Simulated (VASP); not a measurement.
## CaCoAu3 in VASP: the effect of dispersion

The system is CaCoAu3.

```xyz
5
Lattice="4.8510 0.0000 0.0000 0.0000 4.8510 0.0000 0.0000 0.0000 4.8510" Properties=species:S:1:pos:R:3 pbc="T T T"
Ca    0.0000    0.0000    0.0000
Co    2.4255    2.4255    2.4255
Au    0.0000    2.4255    2.4255
Au    2.4255    0.0000    2.4255
Au    2.4255    2.4255    0.0000
```

The cell was built by a generator and needn't be a form met in nature.

Alike in all runs:

- Program: VASP 6.6.1
- Task: relaxation of cell and atoms
- Functional: PBE
- Potentials or basis: VASP PAW PBE potentials, release 64 (Ca_sv, Co, Au)
- Cutoff: 600 eV
- k mesh: 5 × 5 × 5
- Occupations: fermi-dirac, width 0.05 eV
- Spin: collinear spin, ferromagnetic start
- Starting moments: [0.0, 2.0, 0.0, 0.0, 0.0] μB

Each run relaxes the cell or the atoms first.

| dispersion | relaxed volume (Å³/atom) | moment (μB) |
| --- | --- | --- |
| none | 22.83 | 1.70 |
| D2 | 22.64 | 1.66 |
| D3 | 22.66 | 1.66 |
| D3(BJ) | 21.88 | 1.50 |
| D4 | 21.96 | 1.51 |
| TS | 22.11 | 1.54 |
| dDsC | 22.13 | 1.55 |
| rVV10 | ? | ? |

Problem. What does the run with dispersion rVV10 give?

Solution. Relaxed volume 22.36 Å³/atom; moment 1.61 μB.

Caveats: pairwise dispersion overbinds metals, which lowers pressure and volume (some runs); atom-pairwise D2, TS and ULG terms overbind metals (some runs); the relaxation stopped at its first step, so nothing moved (some runs).
